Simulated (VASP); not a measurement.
Input:

```
SnSe2
1.0
    1.94519    -3.36917     0.00000
    1.94519     3.36917     0.00000
    0.00000     0.00000     7.48385
Sn Se
1 2
Direct
  0.00000   0.00000   0.00000
  0.33333   0.66667   0.21471
  0.66667   0.33333   0.78529
```

Computed with TPSS meta-GGA, VASP's PBE PAW potentials (set 64) (plane waves; VASP 6.6.1). Run with 520 eV cut-off, 7×7×3 Γ-centred mesh, Gaussian smearing of 0.050 eV, potentials Sn_d Se.

Without a dispersion term in the relaxation, distances and binding between the weakly bound layers, chains or molecules are unreliable, and so is what depends on them.

Q: The ions and cell shape at fixed volume are relaxed. Give the cell that the relaxation ends in.

A: 
```
SnSe2
1.0
    1.92528    -3.33468     0.00000
    1.92528     3.33468     0.00000
    0.00000     0.00000     7.63947
Sn Se
1 2
Direct
  0.00000   0.00000   0.00000
  0.33333   0.66667   0.20864
  0.66667   0.33333   0.79136
```
Space group P-3m1 (164), at a tolerance of 0.03 Å.

Q: How much energy does the relaxation gain?

A: The energy (σ→0) changes by -4.3 meV/atom, in 7 ionic steps.

```
step  E(σ→0) (eV)  max force (eV/Å)  pressure (GPa)  volume (Å³)
----  -----------  ----------------  --------------  -----------
1        -36.4767             0.238           -1.39        98.09
2        -36.4816             0.152           -1.07        98.09
3        -36.4857             0.016           -0.46        98.09
4        -36.4887             0.004           -0.27        98.09
5        -36.4896             0.024           -0.09        98.09
6        -36.4896             0.023           -0.10        98.09
7        -36.4897             0.005           -0.03        98.09
```

The compound is SnSe2 in the 1T layered structure. This cell is one point of a volume scan, at 1.03 of the reference volume. Symmetry was kept, so distortions that lower it aren't found.
